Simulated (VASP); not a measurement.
# A VASP study of In2Pt3 (PBEsol): structure first, properties next, part 2 of 7

What structure does In2Pt3 take at this level, and what are its properties? The start is a computed cell from the Materials Project.

VASP 6.6.1; PBEsol; plane waves and PAW (In_d, Pt).

Still holding for the runs below: The k-mesh is coarse for a metal.

So far: The structure; Full relaxation (PBEsol).

**2. Full relaxation (PBEsol) (continued)**

The steps of the relaxation:

| step | energy less that of the first step (eV) | largest force (eV/Å) | pressure (GPa) | volume (Å³) |
| --- | --- | --- | --- | --- |
| 1 | 0.0000 | 0.1098 | -3.23 | 378.50 |
| 2 | 0.2025 | 0.2648 | 7.05 | 357.95 |
| 3 | -0.0816 | 0.0935 | 0.04 | 371.12 |
| 4 | -0.0816 | 0.0932 | 0.12 | 370.98 |
| 5 | -0.0858 | 0.0461 | 0.04 | 371.14 |
| 6 | -0.0860 | 0.0356 | 0.01 | 371.20 |
| 7 | -0.0876 | 0.0427 | -0.10 | 371.32 |
| 8 | -0.0880 | 0.0499 | -0.19 | 371.43 |
| 9 | -0.0884 | 0.0601 | 0.17 | 370.56 |
| 10 | -0.0885 | 0.0587 | 0.07 | 370.80 |
| 11 | -0.0892 | 0.0390 | 0.01 | 370.74 |
| 12 | -0.0899 | 0.0100 | 0.03 | 370.63 |
| 13 | -0.0899 | 0.0108 | 0.01 | 370.62 |
| 14 | -0.0900 | 0.0038 | -0.03 | 370.67 |

| conventional cell, symmetrised | before | after | change |
| --- | --- | --- | --- |
| a (Å) | 5.618 | 5.574 | -0.8 % |
| b (Å) | 5.618 | 5.574 | -0.8 % |
| c (Å) | 13.849 | 13.776 | -0.5 % |
| volume (Å³/atom) | 18.93 | 18.53 | -2.1 % |

The atoms that moved most (Å, as changes of fractional coordinates times the final cell):

| atom | dx | dy | dz | length |
| --- | --- | --- | --- | --- |
| In8 | 0.000 | 0.000 | -0.022 | 0.022 |
| In7 | 0.000 | 0.000 | 0.022 | 0.022 |
| In5 | 0.000 | 0.000 | -0.022 | 0.022 |
| In6 | 0.000 | 0.000 | 0.022 | 0.022 |
| Pt9 | 0.000 | 0.000 | -0.013 | 0.013 |
| Pt15 | 0.000 | 0.000 | 0.013 | 0.013 |
| Pt19 | 0.000 | 0.000 | -0.013 | 0.013 |
| Pt13 | 0.000 | 0.000 | 0.013 | 0.013 |

Final coordinates:

```xyz
20
Lattice="5.5740 0.0000 0.0000 -2.7870 4.8272 0.0000 0.0000 0.0000 13.7759" Properties=species:S:1:pos:R:3 pbc="T T T"
In    0.0000    0.0000    3.4440
In    0.0000    0.0000   10.3320
In    0.0000    3.2182    3.4440
In    2.7870    1.6091   10.3320
In    0.0000    3.2182   12.6195
In    0.0000    3.2182    8.0444
In    2.7870    1.6091    1.1564
In    2.7870    1.6091    5.7315
Pt    0.0000    1.6001    1.2341
Pt    1.4013    4.0272    1.2341
Pt   -1.4013    4.0272    1.2341
Pt    1.4013    4.0272    5.6539
Pt    0.0000    1.6001    5.6539
Pt   -1.4013    4.0272    5.6539
Pt    2.7870    3.2271   12.5419
Pt    1.3858    0.8001   12.5419
Pt    4.1883    0.8001   12.5419
Pt    1.3858    0.8001    8.1221
Pt    2.7870    3.2271    8.1221
Pt    4.1883    0.8001    8.1221
```

Numbers from this step:

| Item | Value |
| --- | --- |
| electrons | 224 |
| bands | 138 |
| irreducible k-points | 8 |
| symmetry operations | 24 |
| free energy (TOTEN) | -117.2343 eV |
| energy at zero smearing | -117.2368 eV |
| Fermi energy | 9.425 eV |
| pressure | -0.03489 GPa |
| metallic | yes |
| SCF cycles over all ionic steps | 106 |

It ends with a largest force of 0.004 eV/Å and a pressure of -0.03 GPa.

**3. Second relaxation**

The basis stayed that of the start cell while the cell moved. A rerun from the cell reached resets it; the error of the finite cutoff stays.

INCAR

```
SYSTEM = In2Pt3
PREC = Accurate
ENCUT = 400
EDIFF = 1E-06
NELM = 100
ISMEAR = 1
SIGMA = 0.2
LREAL = .FALSE.
ALGO = Normal
GGA = PS
NBANDS = 138
LASPH = .TRUE.
LORBIT = 11
LWAVE = .FALSE.
LCHARG = .FALSE.
KPAR = 4
NCORE = 2
IBRION = 2
NSW = 60
ISIF = 3
EDIFFG = -0.01
```

POSCAR

```
In2Pt3
1.0
    5.5740239212      0.0000000000      0.0000000000
   -2.7870119606      4.8272463170      0.0000000000
    0.0000000000      0.0000000000     13.7759471457
In Pt
8 12
Direct
    0.0000000000      0.0000000000      0.2500000000
    0.0000000000      0.0000000000      0.7500000000
    0.3333333300      0.6666666700      0.2500000000
    0.6666666700      0.3333333300      0.7500000000
    0.3333333300      0.6666666700      0.9160540778
    0.3333333300      0.6666666700      0.5839459222
    0.6666666700      0.3333333300      0.0839459222
    0.6666666700      0.3333333300      0.4160540778
    0.1657394663      0.3314789426      0.0895820850
    0.6685210574      0.8342605337      0.0895820850
    0.1657394663      0.8342605337      0.0895820850
    0.6685210574      0.8342605337      0.4104179150
    0.1657394663      0.3314789426      0.4104179150
    0.1657394663      0.8342605337      0.4104179150
    0.8342605337      0.6685210574      0.9104179150
    0.3314789426      0.1657394663      0.9104179150
    0.8342605337      0.1657394663      0.9104179150
    0.3314789426      0.1657394663      0.5895820850
    0.8342605337      0.6685210574      0.5895820850
    0.8342605337      0.1657394663      0.5895820850
```

KPOINTS

```
Automatic mesh
0
Gamma
4 4 2
0 0 0
```

Potentials, in the order of the species: In_d and Pt (PBE family, release 64).

Launch:

```bash
> mpirun -np 8 vasp_std
```

Log:

```text
[banner, memory and clock lines left out]
running    8 mpi-ranks, on    1 nodes
 distrk:  each k-point on    2 cores,    4 groups
 distr:  one band on    2 cores,    1 groups

 POSCAR found type information on POSCAR InPt
 POSCAR found :  2 types and      20 ions
 [... a notice as in an earlier step ...]

 [... a notice as in an earlier step ...]

 LDA part: xc-table for (Slater+PW92), standard interpolation
 POSCAR, INCAR and KPOINTS ok, starting setup
 FFT: planning ... GRIDC
 FFT: planning ... GRID_SOFT
 FFT: planning ... GRID
 WAVECAR not read
 entering main loop
       N       E                     dE             d eps       ncg     rms          rms(c)
DAV:   1     0.265751932022E+04    0.26575E+04   -0.80386E+04  2208   0.178E+03
DAV:   2     0.379796566204E+03   -0.22777E+04   -0.21771E+04  2248   0.521E+02
DAV:   3    -0.754963612690E+02   -0.45529E+03   -0.40645E+03  2268   0.217E+02
DAV:   4    -0.120933329841E+03   -0.45437E+02   -0.42625E+02  2872   0.693E+01
DAV:   5    -0.122416654382E+03   -0.14833E+01   -0.14728E+01  3080   0.117E+01    0.349E+01
DAV:   6    -0.118125910039E+03    0.42907E+01   -0.11720E+01  2416   0.124E+01    0.160E+01
DAV:   7    -0.117308960713E+03    0.81695E+00   -0.15511E+00  3056   0.869E+00    0.580E+00
DAV:   8    -0.117234948698E+03    0.74012E-01   -0.55357E-01  2720   0.375E+00    0.134E+00
DAV:   9    -0.117230383224E+03    0.45655E-02   -0.58893E-02  3112   0.139E+00    0.897E-01
DAV:  10    -0.117229293605E+03    0.10896E-02   -0.96811E-03  2800   0.441E-01    0.259E-01
DAV:  11    -0.117229431354E+03   -0.13775E-03   -0.12419E-03  2408   0.193E-01    0.633E-02
DAV:  12    -0.117229441473E+03   -0.10119E-04   -0.15214E-04  3136   0.940E-02    0.311E-02
DAV:  13    -0.117229443724E+03   -0.22513E-05   -0.21618E-05  3112   0.210E-02    0.126E-02
DAV:  14    -0.117229445963E+03   -0.22394E-05   -0.38185E-06  1896   0.750E-03    0.418E-03
DAV:  15    -0.117229446183E+03   -0.21904E-06   -0.34918E-07  1496   0.388E-03
   1 F= -.11722945E+03 E0= -.11723188E+03  d E =-.117229E+03
 curvature:   0.00 expect dE= 0.000E+00 dE for cont linesearch  0.000E+00
 trial: gam= 0.00000 g(F)=  0.860E-05 g(S)=  0.231E-03 ort = 0.000E+00 (trialstep = 0.100E+01)
 search vector abs. value=  0.240E-03
 bond charge predicted
       N       E                     dE             d eps       ncg     rms          rms(c)
DAV:   1    -0.117233305413E+03   -0.38594E-02   -0.90788E-02  3040   0.170E+00    0.438E-01
DAV:   2    -0.117229657416E+03    0.36480E-02   -0.10146E-02  2568   0.508E-01    0.145E-01
DAV:   3    -0.117229349825E+03    0.30759E-03   -0.89559E-04  3096   0.224E-01    0.601E-02
DAV:   4    -0.117229324989E+03    0.24836E-04   -0.16770E-04  3250   0.756E-02    0.563E-02
DAV:   5    -0.117229326720E+03   -0.17305E-05   -0.10082E-05  2344   0.186E-02    0.446E-02
DAV:   6    -0.117229333478E+03   -0.67581E-05   -0.70294E-06  2542   0.184E-02    0.257E-03
DAV:   7    -0.117229333631E+03   -0.15316E-06   -0.15824E-06  1308   0.741E-03
   2 F= -.11722933E+03 E0= -.11723174E+03  d E =0.112551E-03
 trial-energy change:    0.000113  1 .order    0.000104   -0.000240    0.000448
 step:   0.3323(harm=  0.3490)  dis= 0.00005  next Energy=  -117.229486 (dE=-0.396E-04)
 bond charge predicted
       N       E                     dE             d eps       ncg     rms          rms(c)
DAV:   1    -0.117231274855E+03   -0.19414E-02   -0.40542E-02  3024   0.114E+00    0.292E-01
DAV:   2    -0.117229661653E+03    0.16132E-02   -0.45406E-03  2560   0.339E-01    0.979E-02
DAV:   3    -0.117229517144E+03    0.14451E-03   -0.39937E-04  3084   0.149E-01    0.405E-02
DAV:   4    -0.117229494006E+03    0.23138E-04   -0.76133E-05  3268   0.512E-02    0.367E-02
DAV:   5    -0.117229492112E+03    0.18939E-05   -0.45462E-06  2038   0.128E-02    0.288E-02
DAV:   6    -0.117229484670E+03    0.74426E-05   -0.25995E-06  1880   0.116E-02    0.128E-03
DAV:   7    -0.117229484628E+03    0.41451E-07   -0.11217E-06  1188   0.642E-03
   3 F= -.11722948E+03 E0= -.11723191E+03  d E =-.384458E-04
 curvature:  -0.17 expect dE=-0.898E-06 dE for cont linesearch -0.478E-09
 trial: gam= 0.01806 g(F)=  0.352E-05 g(S)=  0.163E-05 ort = 0.811E-06 (trialstep = 0.866E+00)
 search vector abs. value=  0.526E-05
 reached required accuracy - stopping structural energy minimisation
```

Wall time 73 s (8 MPI ranks of AMD EPYC 9R45, shared host); peak memory 2.4 GiB; 8.5 min of CPU time.

From OUTCAR (step 3):

```text
  LATTYP: Found a hexagonal cell.
 ALAT       =     5.5740239212
 C/A-ratio  =     2.4714546153

 Found      8 irreducible k-points:

   dimension x,y,z NGX =    36 NGY =   36 NGZ =   90
   dimension x,y,z NGXF=    72 NGYF=   72 NGZF=  180

   ENCUT  =  400.0 eV  29.40 Ry    5.42 a.u.   9.09  9.09 22.47*2*pi/ulx,y,z

   NELECT =     224.0000    total number of electrons

 E-fermi :   9.4320

 k-point     1 :       0.0000    0.0000    0.0000
  band No.  band energies     occupation
    ...
    107       8.8261      2.00016
    108       9.0290      2.01522
    109       9.0290      2.01522
    110       9.3385      1.70371
    111       9.3385      1.70371
    112       9.5720      0.08046
    113       9.6705     -0.07058
    114       9.6712     -0.07064
    115       9.7538     -0.04531
    116       9.7547     -0.04491
    ...

 k-point     2 :       0.2500    0.0000    0.0000
  band No.  band energies     occupation
    ...
    108       8.5445      2.00000
    109       8.6704      2.00000
    110       8.8130      2.00011
    111       8.9062      2.00128
    112       9.0793      2.03174
    113       9.9278     -0.00255
    114      10.0277     -0.00021
    115      10.4331     -0.00000
    116      10.6106     -0.00000
    117      10.6582     -0.00000
    ...

  Total       -0.0028390     -0.0028390      0.0256464      0.0000000      0.0000000      0.0000000
  in kB       -0.0122762     -0.0122762      0.1108991      0.0000000      0.0000000      0.0000000
  external PRESSURE =       0.0287822 kB  Pullay stress =       0.0000000 kB

  energy-cutoff  :      400.00
  volume of cell :      370.52
      direct lattice vectors                 reciprocal lattice vectors
     5.573110338  0.000000000 -0.000000000     0.179433017  0.103595700  0.000000000
    -2.786555169  4.826455130  0.000000000     0.000000000  0.207191401  0.000000000
    -0.000000000  0.000000000 13.774721240     0.000000000  0.000000000  0.072596750

 POSITION                                       TOTAL-FORCE (eV/Angst)
 -----------------------------------------------------------------------------------
     -0.00000      0.00000      3.44368        -0.000000     -0.000000      0.000000
     -0.00000      0.00000     10.33104        -0.000000      0.000000      0.000000
     -0.00000      3.21764      3.44368        -0.000000     -0.000000      0.000000
      2.78656      1.60882     10.33104        -0.000000      0.000000      0.000000
     -0.00000      3.21764     12.61840        -0.000000     -0.000000     -0.001320
     -0.00000      3.21764      8.04368        -0.000000     -0.000000      0.001320
      2.78656      1.60882      1.15632        -0.000000      0.000000      0.001320
      2.78656      1.60882      5.73104        -0.000000      0.000000     -0.001320
     -0.00000      1.59982      1.23393         0.000000     -0.001365     -0.001908
      1.40107      4.02654      1.23393         0.001182      0.000683     -0.001908
     -1.40107      4.02654      1.23393        -0.001182      0.000683     -0.001908
      1.40107      4.02654      5.65343         0.001182      0.000683      0.001908
     -0.00000      1.59982      5.65343         0.000000     -0.001365      0.001908
     -1.40107      4.02654      5.65343        -0.001182      0.000683      0.001908
      2.78656      3.22663     12.54079        -0.000000      0.001365      0.001908
      1.38549      0.79991     12.54079        -0.001182     -0.000683      0.001908
      4.18762      0.79991     12.54079         0.001182     -0.000683      0.001908
      1.38549      0.79991      8.12129        -0.001182     -0.000683     -0.001908
      2.78656      3.22663      8.12129        -0.000000      0.001365     -0.001908
      4.18762      0.79991      8.12129         0.001182     -0.000683     -0.001908
 -----------------------------------------------------------------------------------
    total drift:                               -0.000000      0.000000      0.000000

  FREE ENERGIE OF THE ION-ELECTRON SYSTEM (eV)
  ---------------------------------------------------
  free  energy   TOTEN  =      -117.2294846283 eV

  energy  without entropy=     -117.2367517438  energy(sigma->0) =     -117.23190700

 total charge
# of ion       s       p       d       tot
------------------------------------------
    1        0.860   0.713   9.933  11.506
    2        0.860   0.713   9.933  11.506
    3        0.835   0.743   9.923  11.501
    4        0.835   0.743   9.923  11.501
    5        0.835   0.707   9.933  11.474
    6        0.835   0.707   9.933  11.474
    7        0.835   0.707   9.933  11.474
    8        0.835   0.707   9.933  11.474
    9        0.634   0.560   8.150   9.345
   10        0.634   0.560   8.150   9.345
   11        0.634   0.560   8.150   9.345
   12        0.634   0.560   8.150   9.345
   13        0.634   0.560   8.150   9.345
   14        0.634   0.560   8.150   9.345
   15        0.634   0.560   8.150   9.345
   16        0.634   0.560   8.150   9.345
   17        0.634   0.560   8.150   9.345
   18        0.634   0.560   8.150   9.345
   19        0.634   0.560   8.150   9.345
   20        0.634   0.560   8.150   9.345
--------------------------------------------------
tot         14.336  12.459 177.249 204.045

[... 4 parts as in an earlier step ...]

[... 7 further parts left out ...]
```

CONTCAR:

```
In2Pt3
   1.00000000000000
     5.5731103376091662    0.0000000000000000   -0.0000000000000000
    -2.7865551688045831    4.8264551304018877    0.0000000000000000
    -0.0000000000000000    0.0000000000000000   13.7747212396352374
  In              Pt
     8    12
Direct
     0.0000000000000000    0.0000000000000000    0.2500000000000000
     0.0000000000000000    0.0000000000000000    0.7500000000000000
     0.3333333300000021    0.6666666699999979    0.2500000000000000
     0.6666666699999979    0.3333333300000021    0.7500000000000000
     0.3333333300000021    0.6666666699999979    0.9160549550115842
     0.3333333300000021    0.6666666699999979    0.5839450449884158
     0.6666666699999979    0.3333333300000021    0.0839450449884158
     0.6666666699999979    0.3333333300000021    0.4160549550115841
     0.1657347159178409    0.3314694418356755    0.0895791287145203
     0.6685305581643245    0.8342652840821591    0.0895791287145203
     0.1657347159178409    0.8342652840821591    0.0895791287145203
     0.6685305581643245    0.8342652840821591    0.4104208712854798
     0.1657347159178409    0.3314694418356755    0.4104208712854798
     0.1657347159178409    0.8342652840821591    0.4104208712854798
     0.8342652840821591    0.6685305581643245    0.9104208712854798
     0.3314694418356755    0.1657347159178409    0.9104208712854798
     0.8342652840821591    0.1657347159178409    0.9104208712854798
     0.3314694418356755    0.1657347159178409    0.5895791287145202
     0.8342652840821591    0.6685305581643245    0.5895791287145202
     0.8342652840821591    0.1657347159178409    0.5895791287145202
```

Little changed from the start: no atom moved by 0.005 Å and no cell edge by 0.1 %.

Numbers from this step:

```
free energy (TOTEN)             : -117.2295 eV
energy at zero smearing         : -117.2319 eV
Fermi energy                    : 9.432 eV
pressure                        : 0.002878 GPa
SCF cycles over all ionic steps : 29
```

It ends with a largest force of 0.002 eV/Å and a pressure of 0.00 GPa. The volume moved by only 0.04 %, so the volume is settled.

(Part 2 of 7 ends here.)

[Lines on the potential files, build, host, timing and source positions are cut from VASP's logs without a mark.]

[Logs are printed without paths, hosts, clocks, repeated set-up lines and the standing remarks that a program may print on its own settings, such as how far it seeks lower states.]

[Hosts, paths, dates, database ids (printed as entryN), source tags and the programs' standing remarks are cut or masked in the printed files.]

[A measured line is paired with the nearest computed mode of its activity, which favours agreement.]
